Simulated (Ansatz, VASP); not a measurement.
# Cross-check of NaSrH3 between VASP and Ansatz, part 2 of 2

Wanted: the spread between two codes on one cell, functional and k mesh. The cell is generated by rule, not measured, and may not be a known phase. Of the first pair: The cell is taken from a series of runs on this material, whose earlier steps may have relaxed, scaled, displaced or heated it; both programs get it as it stands.

VASP 6.6.1 and Ansatz 0.2.0.

So far: Set-up; Ansatz: relaxation of cell and atoms, PBEsol, pair 1; VASP: relaxation of cell and atoms, PBEsol, pair 1; Side by side.

### Step 5. VASP: relaxation of cell and atoms, PBEsol, pair 2

Level of this step: PBEsol; plane waves and PAW (Na_pv, Sr_sv, H); invented cell (VASP).

The relaxed volume is the usual yardstick between codes: in a stiff, nearly cubic crystal its relative difference is about their pressure difference at one cell divided by the bulk modulus. Its start cell is another than that of the pair before, and may be another structure of the material.

The input, INCAR:

```
SYSTEM = NaSrH3
PREC = Accurate
ENCUT = 500
EDIFF = 1E-07
NELM = 120
ISMEAR = 0
SIGMA = 0.02
LREAL = .FALSE.
ALGO = Normal
GGA = PS
NBANDS = 16
LORBIT = 11
LWAVE = .FALSE.
LCHARG = .FALSE.
ISIF = 3
IBRION = 2
NSW = 80
EDIFFG = -0.005
LASPH = .TRUE.
GGA_COMPAT = .FALSE.
NELMIN = 4
EFERMI = MIDGAP
KPAR = 2
```

The input, POSCAR:

```
NaSrH3
1.0
    4.6454829438      0.0000000000      0.0000000000
    0.0000000000      4.6454829438      0.0000000000
    0.0000000000      0.0000000000      4.6454829438
Na Sr H
1 1 3
Direct
    0.0000000000      0.0000000000      0.0000000000
    0.5000000000      0.5000000000      0.5000000000
    0.5000000000      0.5000000000      0.0000000000
    0.5000000000      0.0000000000      0.5000000000
    0.0000000000      0.5000000000      0.5000000000
```

The input, KPOINTS:

```
Automatic mesh
0
Gamma
6 6 6
0 0 0
```

The projector-augmented-wave data sets are Na_pv, Sr_sv and H (PBE family, release 64).

Started as:

```
$ mpirun -np 2 vasp_std
```

Numbers of over 12 decimals in the logs are rounded to 6 here.

Output:

```text
[banner, memory and clock lines left out]
running    2 mpi-ranks, on    1 nodes
[...]
[... a notice as in an earlier step ...]

 LDA part: xc-table for (Slater+PW92), standard interpolation
 POSCAR, INCAR and KPOINTS ok, starting setup
[...]
entering main loop
       N       E                     dE             d eps       ncg     rms          rms(c)
DAV:   1     0.117421488419E+03    0.11742E+03   -0.95991E+03   640   0.108E+03
DAV:   2    -0.672567525148E+01   -0.12415E+03   -0.12078E+03   744   0.276E+02
DAV:   3    -0.153902391267E+02   -0.86646E+01   -0.86471E+01  1176   0.676E+01
DAV:   4    -0.156242192599E+02   -0.23398E+00   -0.23383E+00   824   0.732E+00
[...]
DAV:  14    -0.138365559201E+02    0.29418E-06   -0.74775E-07   792   0.845E-03    0.664E-03
DAV:  15    -0.138365562034E+02   -0.28328E-06   -0.28985E-07   776   0.370E-03    0.257E-03
DAV:  16    -0.138365562099E+02   -0.65156E-08   -0.11089E-08   512   0.706E-04
   1 F= -.13836556E+02 E0= -.13836556E+02  d E =-.138366E+02
[...]
N       E                     dE             d eps       ncg     rms          rms(c)
DAV:   1    -0.138366928958E+02   -0.13669E-03   -0.30683E-03   856   0.621E-01    0.803E-02
DAV:   2    -0.138366203216E+02    0.72574E-04   -0.22797E-04   872   0.135E-01    0.373E-02
DAV:   3    -0.138365849308E+02    0.35391E-04   -0.90346E-05  1144   0.749E-02    0.457E-02
DAV:   4    -0.138365872321E+02   -0.23013E-05   -0.27017E-06   784   0.167E-02    0.301E-02
DAV:   5    -0.138365883755E+02   -0.11434E-05   -0.88678E-06  1056   0.146E-02    0.869E-03
DAV:   6    -0.138365882268E+02    0.14864E-06   -0.17491E-07   752   0.309E-03    0.272E-03
DAV:   7    -0.138365883693E+02   -0.14247E-06   -0.36843E-08   440   0.182E-03    0.712E-04
DAV:   8    -0.138365883875E+02   -0.18171E-07   -0.59949E-09   392   0.711E-04
   2 F= -.13836588E+02 E0= -.13836588E+02  d E =-.321776E-04
 trial-energy change:   -0.000032  1 .order   -0.000032   -0.000041   -0.000024
 step:   2.3806(harm=  2.3806)  dis= 0.00000  next Energy=   -13.836605 (dE=-0.484E-04)
 reached required accuracy - stopping structural energy minimisation
```

OUTCAR, selected parts (step 5):

```text
  Total       -0.0217259     -0.0217259     -0.0217259     -0.0000000      0.0000000     -0.0000000
  in kB       -0.3475889     -0.3475889     -0.3475889     -0.0000000      0.0000000     -0.0000000
  external PRESSURE =      -0.3475889 kB  Pullay stress =       0.0000000 kB

 POSITION                                       TOTAL-FORCE (eV/Angst)
 -----------------------------------------------------------------------------------
      0.00000      0.00000      0.00000        -0.000000      0.000000      0.000000
      2.32190      2.32190      2.32190         0.000000     -0.000000      0.000000
      2.32190      2.32190      0.00000        -0.000000      0.000000      0.000000
      2.32190     -0.00000      2.32190        -0.000000      0.000000      0.000000
      0.00000      2.32190      2.32190        -0.000000      0.000000      0.000000
 -----------------------------------------------------------------------------------
    total drift:                                0.000000      0.000000      0.000000

  FREE ENERGIE OF THE ION-ELECTRON SYSTEM (eV)
  ---------------------------------------------------
  free  energy   TOTEN  =       -13.8365883875 eV

  energy  without entropy=      -13.8365883875  energy(sigma->0) =      -13.83658839

[... 2 parts as in an earlier step ...]

[... 2 further parts left out ...]
[key lines of the parts left out:]
E-fermi :  -0.4588
```

### Step 6. Ansatz: relaxation of cell and atoms, PBEsol, pair 2

Its own start cell and the same functional, mesh and smearing now go to Ansatz, which takes its cutoff from its data sets.

The two relaxations start from unlike cells of this crystal (the structure described is Ansatz's start), so only their ends are compared.

The input, input.yaml:

```yaml
crystal:
  lattice:
    - [4.9588, 0.0, 0.0]
    - [0.0, 4.9588, 0.0]
    - [0.0, 0.0, 4.9588]
  atoms:
    - { symbol: Na, position: [0.0, 0.0, 0.0] }
    - { symbol: Sr, position: [0.5, 0.5, 0.5] }
    - { symbol: H, position: [0.5, 0.5, 0.0] }
    - { symbol: H, position: [0.5, 0.0, 0.5] }
    - { symbol: H, position: [0.0, 0.5, 0.5] }
kpoints:
  mp_grid: { grid: [6, 6, 6] }
hamiltonian:
  xc: pbesol
  pseudopotentials: { kind: paw, azcp: { folder: soft_1 }, xc_functional: pbe }
scf:
  occupations: { method: gaussian, width: 0.02 }
output:
  forces: true
  stress: true
  eigenvalues: true
relax:
  adjacent_minimum: "off"
  f_tol: 0.005
  max_steps: 80
  cell: { stress_tol: 0.05 }
```

Started as:

```
$ ansatz run input.yaml --threads 4 --pin off --max-ram 16384MiB --backend cpu --events-out ev --progress --plain --runs-dir out
```

Output:

```text
[...]
Crystal: 5 atoms, lattice volume = 121.935 Å³
Basis set: ecut = 420 eV, 2373 PW (Γ), exchange–correlation on 72×72×72 points (8 copies of the dense FFT grid, shifted against one another)
Bands: 16, of which v1, the nominal top of the filled ones, is band 11 counted from 1 (10 counted from 0)
Symmetry: 48 space group operations
[...]
k-points: 20 of 216
[...]
--- Relaxed structure (4 steps of the walk, 4 accepted, 1 SCFs on fresh bases) ---
[...]
cell:  # Å, volume = 100.2157 Å³
    - [4.644924, 0, 0]
    - [0, 4.644924, 0]
    - [0, 0, 4.644924]
  atoms:
    - { symbol: Na, position: [0, 0, 0] }
    - { symbol: Sr, position: [0.5, 0.5, 0.5] }
    - { symbol: H, position: [0.5, 0.5, 0] }
    - { symbol: H, position: [0.5, 0, 0.5] }
    - { symbol: H, position: [0, 0.5, 0.5] }
[key lines of the parts left out:]
SCF converged after 6 iterations
Free energy (F): -5015.771253 eV
Fermi energy:    2.029472 eV
P = ⅓ Tr σ = -0.0415 GPa (-0.415 kbar)
```

### Step 7. Comparison

What differs besides the data sets and the points named for the pairs above, as far as they apply: the data sets hold 22 valence electrons in Ansatz (on its PAW soft_1 files) and 20 in VASP. Total energies have different zeros and are not compared.

The two programs side by side:

| quantity | Ansatz | VASP | difference |
| --- | --- | --- | --- |
| volume (Å³) | 100.22 | 100.14 | +0.07 % |
| edge a after relaxation, in the typed setting (Å) | 4.645 | 4.644 | +0.02 % |

### Step 8. VASP: relaxation of cell and atoms, PBEsol, pair 3

The relaxed volume is the usual yardstick between codes: in a stiff, nearly cubic crystal its relative difference is about their pressure difference at one cell divided by the bulk modulus. This pair takes another cell of the material, with 10 atoms against 5 for the pair before.

INCAR, as its differences from that of step 5:

```diff
@@ -6,3 +6,3 @@
 ISMEAR = 0
-SIGMA = 0.02
+SIGMA = 0.01
 LREAL = .FALSE.
@@ -10,3 +10,3 @@
 GGA = PS
-NBANDS = 16
+NBANDS = 30
 LORBIT = 11
```

The input, POSCAR:

```
NaSrH3
1.0
    3.0074930000      1.7363770000      4.8361240000
   -3.0074930000      1.7363770000      4.8361240000
    0.0000000000     -3.4727540000      4.8361240000
Na Sr H
2 2 6
Direct
    0.2739117111      0.2739117111      0.2739117111
    0.7739117111      0.7739117111      0.7739117111
    0.5074461835      0.5074461835      0.5074461835
    0.0074462524      0.0074462524      0.0074462524
    0.5766080764      0.1351942477      0.9193971655
    0.4193972711      0.6351942821      0.0766079363
    0.9193972270      0.5766080668      0.1351941957
    0.0766080668      0.4193972270      0.6351941957
    0.1351942821      0.9193972711      0.5766079363
    0.6351942477      0.0766080764      0.4193971655
```

KPOINTS is that of step 5.

Started as:

```
$ mpirun -np 2 vasp_std
```

Output:

```text
[banner, memory and clock lines left out]
running    2 mpi-ranks, on    1 nodes
[...]
[... a notice as in an earlier step ...]

 LDA part: xc-table for (Slater+PW92), standard interpolation
 POSCAR, INCAR and KPOINTS ok, starting setup
[...]
entering main loop
       N       E                     dE             d eps       ncg     rms          rms(c)
DAV:   1     0.303764015432E+03    0.30376E+03   -0.18698E+04  1920   0.125E+03
DAV:   2    -0.745497847299E+01   -0.31122E+03   -0.30024E+03  2076   0.335E+02
DAV:   3    -0.308833437240E+02   -0.23428E+02   -0.23303E+02  2896   0.940E+01
DAV:   4    -0.318790401949E+02   -0.99570E+00   -0.99020E+00  3032   0.154E+01
[...]
DAV:  16    -0.295691350728E+02    0.10697E-05   -0.24762E-06  2584   0.771E-03    0.184E-02
DAV:  17    -0.295691343262E+02    0.74651E-06   -0.10369E-06  2832   0.421E-03    0.107E-03
DAV:  18    -0.295691343145E+02    0.11761E-07   -0.58262E-08  1560   0.144E-03
   1 F= -.29569134E+02 E0= -.29569134E+02  d E =-.295691E+02
[...]
DAV:   5    -0.295691474294E+02    0.19066E-06   -0.61750E-08  1664   0.136E-03    0.145E-03
DAV:   6    -0.295691473477E+02    0.81699E-07   -0.39536E-08  1482   0.990E-04
   2 F= -.29569147E+02 E0= -.29569147E+02  d E =-.130332E-04
[...]
trial-energy change:   -0.000013  1 .order   -0.000013   -0.000014   -0.000012
 step:   4.0000(harm=  5.1634)  dis= 0.00153  next Energy=   -29.569172 (dE=-0.373E-04)
[...]
N       E                     dE             d eps       ncg     rms          rms(c)
DAV:   1    -0.295691817391E+02   -0.34310E-04   -0.76761E-03  1962   0.577E-01    0.549E-02
DAV:   2    -0.295691809706E+02    0.76851E-06   -0.36148E-04  2264   0.120E-01    0.310E-02
DAV:   3    -0.295691707382E+02    0.10232E-04   -0.29710E-05  2676   0.398E-02    0.238E-02
DAV:   4    -0.295691698326E+02    0.90558E-06   -0.58022E-06  3300   0.982E-03    0.146E-02
DAV:   5    -0.295691693363E+02    0.49625E-06   -0.63800E-07  3162   0.399E-03    0.439E-03
DAV:   6    -0.295691690641E+02    0.27223E-06   -0.16489E-07  2094   0.191E-03    0.729E-04
DAV:   7    -0.295691690508E+02    0.13251E-07   -0.21068E-08  1404   0.940E-04
   3 F= -.29569169E+02 E0= -.29569169E+02  d E =-.347364E-04
[...]
reached required accuracy - stopping structural energy minimisation
```

From OUTCAR (step 8):

```text
  Total       -0.0184728     -0.0184728     -0.0329446      0.0000000      0.0000000      0.0000000
  in kB       -0.1952070     -0.1952070     -0.3481350      0.0000000      0.0000000      0.0000000
  external PRESSURE =      -0.2461830 kB  Pullay stress =       0.0000000 kB

 POSITION                                       TOTAL-FORCE (eV/Angst)
 -----------------------------------------------------------------------------------
      0.00000      0.00000      3.97329         0.000000     -0.000000      0.000202
      0.00000      0.00000     11.22711         0.000000     -0.000000      0.000202
      0.00000      0.00000      7.36338         0.000000     -0.000000      0.003397
      0.00000      0.00000      0.10955         0.000000     -0.000000      0.003397
      1.32817     -1.95820      7.88796         0.000436     -0.002058     -0.001199
     -0.64849      1.56579      5.47002         0.002000      0.000652     -0.001199
      1.03177      2.12933      7.88796         0.001564      0.001406     -0.001199
     -1.03177     -1.34451      5.47002        -0.001564      0.001406     -0.001199
     -2.35994     -0.17113      7.88796        -0.002000      0.000652     -0.001199
      1.68026     -0.22128      5.47002        -0.000436     -0.002058     -0.001199
 -----------------------------------------------------------------------------------
    total drift:                                0.000000     -0.000076      0.000018

  FREE ENERGIE OF THE ION-ELECTRON SYSTEM (eV)
  ---------------------------------------------------
  free  energy   TOTEN  =       -29.5691690508 eV

  energy  without entropy=      -29.5691690508  energy(sigma->0) =      -29.56916905

[... 1 part as in an earlier step ...]

[... 3 further parts left out ...]
[key lines of the parts left out:]
E-fermi :   0.9313
```

The run keeps the 6 symmetry operations of its start, so it cannot find a distortion of lower symmetry.

### Step 9. Ansatz: relaxation of cell and atoms, PBEsol, pair 3

The same cell, functional and mesh now go to Ansatz, which takes its cutoff from its data sets.

The cell is taken from a series of runs on this material, whose earlier steps may have relaxed, scaled, displaced or heated it; both programs get it as it stands.

The input, input.yaml:

```yaml
crystal:
  lattice:
    - [3.0074934252, 1.7363771386, 4.8361236971]
    - [-3.0074934252, 1.7363771386, 4.8361236971]
    - [0.0, -3.4727542773, 4.8361236971]
  atoms:
    - { symbol: Na, position: [0.2739117497, 0.2739117497, 0.2739117497] }
    - { symbol: Na, position: [0.7739117497, 0.7739117497, 0.7739117497] }
    - { symbol: Sr, position: [0.5074462256, 0.5074462256, 0.5074462256] }
    - { symbol: Sr, position: [0.0074462256, 0.0074462256, 0.0074462256] }
    - { symbol: H, position: [0.5766080579, 0.135194277, 0.9193972417] }
    - { symbol: H, position: [0.4193972417, 0.635194277, 0.0766080579] }
    - { symbol: H, position: [0.9193972417, 0.5766080579, 0.135194277] }
    - { symbol: H, position: [0.0766080579, 0.4193972417, 0.635194277] }
    - { symbol: H, position: [0.135194277, 0.9193972417, 0.5766080579] }
    - { symbol: H, position: [0.635194277, 0.0766080579, 0.4193972417] }
kpoints:
  mp_grid: { grid: [6, 6, 6] }
hamiltonian:
  xc: pbesol
  pseudopotentials: { kind: paw, azcp: { folder: soft_1 }, xc_functional: pbe }
scf:
  occupations: { method: fixed }
output:
  forces: true
  stress: true
  eigenvalues: true
relax:
  adjacent_minimum: "off"
  f_tol: 0.001
  max_steps: 60
  cell: { stress_tol: 0.01 }
```

Started as:

```
$ ansatz run input.yaml --threads 4 --pin off --max-ram 16384MiB --backend cpu --events-out ev --progress --plain --runs-dir out
```

Output:

```text
[...]
Crystal: 10 atoms, lattice volume = 151.530 Å³
Basis set: ecut = 420 eV, 2945 PW (Γ), exchange–correlation on 80×80×80 points (8 copies of the dense FFT grid, shifted against one another)
Bands: 32, of which v1, the nominal top of the filled ones, is band 22 counted from 1 (21 counted from 0)
Symmetry: 6 space group operations
[...]
k-points: 32 of 216 (time reversal used)
[...]
- { symbol: Sr, position: [0.00744623, 0.00744623, 0.00744623] }
    - { symbol: H, position: [0.5766080579, 0.135194, 0.9193972417] }
    - { symbol: H, position: [0.419397, 0.635194, 0.076608] }
    - { symbol: H, position: [0.9193972417, 0.5766080579, 0.135194] }
    - { symbol: H, position: [0.076608, 0.419397, 0.635194277] }
    - { symbol: H, position: [0.135194, 0.919397, 0.5766080579] }
    - { symbol: H, position: [0.635194, 0.076608, 0.419397] }
[key lines of the parts left out:]
SCF converged after 6 iterations
Free energy (F): -10033.440716 eV
Fermi energy:    2.578728 eV
P = ⅓ Tr σ = -0.0002 GPa (-0.002 kbar)
```

### Step 10. Differences

What differs besides the data sets and the points named for the pairs above, as far as they apply: fixed occupations in Ansatz, narrow Gaussian smearing in VASP; the data sets hold 44 valence electrons in Ansatz (on its PAW soft_1 files) and 40 in VASP. Total energies have different zeros and are not compared.

Both answers:

| quantity | Ansatz | VASP | difference |
| --- | --- | --- | --- |
| volume (Å³) | 151.53 | 151.62 | -0.06 % |
| edge a after relaxation, in the typed setting (Å) | 5.954 | 5.954 | -0.01 % |

### Step 11. Summary of results

- difference in volume (relaxation of cell and atoms, PBEsol, pair 1): 0.094 %
- difference in volume (relaxation of cell and atoms, PBEsol, pair 2): 0.072 %
- difference in volume (relaxation of cell and atoms, PBEsol, pair 3): -0.057 %

What this shows: The difference in volume is 0.094 % (relaxation of cell and atoms, PBEsol, pair 1), within the 1.2 % picked in this series as the mark of a large difference, as far as the stopping tolerances let one tell. The data sets hold unlike numbers of valence electrons (22 in Ansatz and 20 in VASP and 44 in Ansatz and 40 in VASP), so part of the differences comes from the potentials. 3 further runs of this series are not shown here. Such differences can come from data sets, numerical settings and the points named under the comparisons, not from the functional's error against experiment.

[Lines on the potential files, build, host, timing and source positions are cut from VASP's logs without a mark.]

[Logs are printed without paths, hosts, clocks, repeated set-up lines and the standing remarks that a program may print on its own settings, such as how far it seeks lower states.]

[Hosts, paths, dates, database ids (printed as entryN), source tags and the programs' standing remarks are cut or masked in the printed files.]
